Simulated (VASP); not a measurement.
Consider the following.

```yaml
crystal:
  lattice:
    - [1.53019, -2.65037, 0.00000]
    - [1.53019, 2.65037, 0.00000]
    - [0.00000, 0.00000, 3.51023]
  atoms:
    - { symbol: Mg, position: [0.00000, 0.00000, 0.00000] }
    - { symbol: B, position: [0.33333, 0.66667, 0.50000] }
    - { symbol: B, position: [0.66667, 0.33333, 0.50000] }
```

Computed with PBEsol GGA, VASP's PBE PAW potentials (set 64) (plane waves; VASP). Run with 620 eV cut-off, 11×11×9 Γ-centred mesh, first-order Methfessel-Paxton smearing of 0.10 eV, potentials Mg B.

### Question
Predict the energy per atom (σ→0), band gap (on the k-mesh) with the smallest direct gap where there is one.

### Answer

```json
{
  "band gap (on the k-mesh)": "none (metal, semimetal or under 0.01 eV)",
  "energy per atom (σ→0)": "-5.409 eV/atom"
}
```

The absolute energy has meaning only against runs of the same code, potentials and settings.

The compound is MgB2 in the AlB2 type structure. It was relaxed first.
